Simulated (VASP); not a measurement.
OSZICAR of a VASP run on CaS:

### OSZICAR
```
       N       E                     dE             d eps       ncg     rms          rms(c)
DAV:   1    -0.626630301392E+02   -0.62663E+02   -0.65783E-04  1154   0.796E-02    0.290E-02
DAV:   2    -0.626629930642E+02    0.37075E-04   -0.13863E-04  1188   0.476E-02    0.200E-02
DAV:   3    -0.626629856747E+02    0.73895E-05   -0.25102E-05  1276   0.158E-02    0.145E-02
DAV:   4    -0.626629818020E+02    0.38727E-05   -0.76366E-06   996   0.101E-02    0.561E-03
DAV:   5    -0.626629806516E+02    0.11504E-05   -0.30285E-06   940   0.616E-03    0.246E-03
DAV:   6    -0.626629806705E+02   -0.18938E-07   -0.43453E-07   753   0.240E-03
   1 F= -.62662981E+02 E0= -.62662981E+02  d E =-.553747E-17
```

Problem. Which electronic solver shows in the log?

Solution. It is blocked Davidson (ALGO = Normal, or the opening steps of other solvers). The INCAR had ALGO = Normal.

Problem. Can the final energy be trusted as converged?

Solution. The calculation finished and met its thresholds. It stopped with EDIFF = 1E-6, NELM = 100 (PBEsol GGA, plane waves, VASP's PBE PAW potentials (set 64)).

The cell is a thin slab with vacuum, built from CaS (rock salt): (110) face.
